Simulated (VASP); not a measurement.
Wanted: the native input for a VASP 6.6.1 run.

```yaml
Task: relaxation of cell and atoms
Functional: PBEsol
Potentials_or_basis: VASP PAW PBE potentials, release 64 (Al, Ga_d, As)
Cutoff: 600 eV
k_mesh: 6 × 6 × 5
Occupations: gaussian, width 0.03 eV
Spin: no spin polarisation
Further_INCAR_settings: ALGO = Normal; EDIFF = 1e-07; IBRION = 2; EDIFFG = -0.005; NSW = 90; ISIF = 3
```

The structure of Al3Ga5As8 lies in POSCAR:

```
Al3Ga5As8                               
1.0
   -5.6707997939      5.6707997939      0.0000000000
   -5.6707997939      0.0000000000      5.6707997939
   -0.0000062149      5.6707935790      5.6707935790
  Al              Ga              As            
     3     5     8
Direct
     0.9999958337371327    0.9999958337371327    0.9995732762237211
     0.5004350563020139    0.9999958337371327    0.9995732762237211
     0.9999958337371327    0.5004350563020139    0.9995732762237211
     0.9998709724677272    0.9998709724677272    0.5003870825968187
     0.5001287991585542    0.5001287991585542    0.9996136025243371
     0.4999975162814809    0.9997076038820855    0.5002973635549528
     0.9997076038820855    0.4999975162814809    0.5002973635549528
     0.4999975162814809    0.4999975162814809    0.5002973635549528
     0.8749715167953184    0.8749715167953184    0.3750770679968444
     0.3749798984125187    0.8749715167953184    0.3750770679968444
     0.8749715167953184    0.3749798984125187    0.3750770679968444
     0.8749595775774076    0.8749595775774076    0.8751212672677772
     0.3749976444059578    0.3749976444059578    0.3750070667821265
     0.3749844952510570    0.8750217236637572    0.8750092858341287
     0.8750217236637572    0.3749844952510570    0.8750092858341287
     0.3749844952510570    0.3749844952510570    0.8750092858341287
```

The cell was built by a generator and needn't be a form met in nature.

One way to write it, as run:

INCAR

```
ALGO     = Normal         # electronic algorithm
EDIFF    = 1E-7           # SCF threshold, eV
EDIFFG   = -0.005         # ionic threshold
ENCUT    = 600            # plane-wave cutoff, eV
GGA      = PS             # functional
IBRION   = 2              # ionic algorithm
ISIF     = 3              # what is computed and relaxed
ISMEAR   = 0              # smearing method
KPAR     = 4            
LASPH    = T              # aspherical terms in the spheres
LCHARG   = F              # write CHGCAR
LREAL    = F              # projectors in reciprocal space
LWAVE    = F              # write WAVECAR
NELM     = 80             # most SCF steps
NSW      = 90             # ionic steps
PREC     = Accurate       # precision mode
SIGMA    = 0.03           # smearing width, eV
```

KPOINTS

```
k-points
0
Gamma
  6 6 5
```

Potentials or basis: VASP PAW PBE potentials, release 64 (Al, Ga_d, As).

Run with:

```bash
$ cat potpaw_PBE.64/Al/POTCAR potpaw_PBE.64/Ga_d/POTCAR potpaw_PBE.64/As/POTCAR > POTCAR
$ mpirun -np 4 vasp_std > vasp.out
```

It gave:

```yaml
Relaxed_volume: 22.80 Å³/atom
Relaxed_cell: a = 8.020 Å, b = 8.020 Å, c = 8.020 Å, α = 60.00°, β = 60.00°, γ = 60.00°
Space_group_after_relaxing_to_0.05_Å: R3m (No. 160)
Energy_gained_by_relaxing: 0.0 meV/atom
Ionic_steps: 2
Pressure_after_relaxing: 0.0 GPa
Band_gap_on_the_k_mesh: 0.73 eV, direct
```

Caveat: the PAW data sets were made with another functional, which shifts forces and pressure a little.

Wall time 17 min on 4 MPI ranks on Intel(R) Xeon(R) Platinum 8375C CPU @ 2.90GHz (Ice Lake) (shared host), peak memory 1.5 GiB a rank.
